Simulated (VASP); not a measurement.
Consider the following.

```yaml
crystal:
  lattice:
    - [2.91283, 0.00000, 0.00000]
    - [0.00000, 2.91283, 0.00000]
    - [0.00000, 0.00000, 2.91283]
  atoms:
    - { symbol: Al, position: [0.50000, 0.50000, 0.50000] }
    - { symbol: Ru, position: [0.00000, 0.00000, 0.00000] }
```

Method: AM05 GGA, VASP's PBE PAW potentials (set 64) (plane waves; VASP). Settings: 520 eV cut-off, 12×12×12 Γ-centred mesh, first-order Methfessel-Paxton smearing of 0.10 eV, potentials Al Ru_pv.

Task: Give the stress tensor in GPa (positive for a compressed cell).

Result: 
```
15.46   0.00   0.00
 0.00  15.46   0.00
 0.00   0.00  15.46
```
The pressure is its mean diagonal, 15.46 GPa.

The compound is RuAl in the CsCl type structure. This cell is one point of a volume scan, at 0.94 of the reference volume. The electron count is odd and the run is not spin-polarised, which forces a metal.
